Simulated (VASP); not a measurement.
Crystal: SiF.

```
CELL_PARAMETERS angstrom
3.02860 0.00000 0.00000
0.00000 3.02860 0.00000
0.00000 0.00000 3.02860
ATOMIC_POSITIONS crystal
Si 0.50000 0.50000 0.50000
F 0.00000 0.00000 0.00000
```

The cell was built by a generator and needn't be a form met in nature.

| Item | Value |
| --- | --- |
| Program | VASP 6.6.1 |
| Task | relaxation of cell and atoms |
| Functional | BLYP |
| Potentials or basis | VASP PAW PBE potentials, release 64 (Si, F) |
| Cutoff | 600 eV |
| k mesh | 9 × 9 × 9 |
| Occupations | fermi-dirac, width 0.05 eV |
| Spin | no spin polarisation |

At the start: pressure 5.8 GPa; volume 13.89 Å³/atom.

Q: Where does the relaxation end?

A: Over 3 steps the energy falls by 20.3 meV/atom and the volume is 15.08 Å³/atom (+8.6 %); space group Pm-3m (No. 221, to 0.05 Å).

The path:
| step | energy change (eV) | largest force (eV/Å) | pressure (GPa) | volume (Å³) |
| --- | --- | --- | --- | --- |
| 1 | 0.0000 | 0.0000 | 5.83 | 27.78 |
| 2 | -0.0399 | 0.0000 | 0.60 | 29.86 |
| 3 | -0.0405 | 0.0000 | 0.03 | 30.17 |

Final structure:
```
CELL_PARAMETERS angstrom
3.11294 0.00000 0.00000
0.00000 3.11294 0.00000
0.00000 0.00000 3.11294
ATOMIC_POSITIONS crystal
Si 0.50000 0.50000 0.50000
F 0.00000 0.00000 0.00000
```

Caveat: the PAW data sets were made with another functional, which shifts forces and pressure a little; an odd number of electrons without spin polarisation forces a metal; a magnetic or distorted state may lie lower.
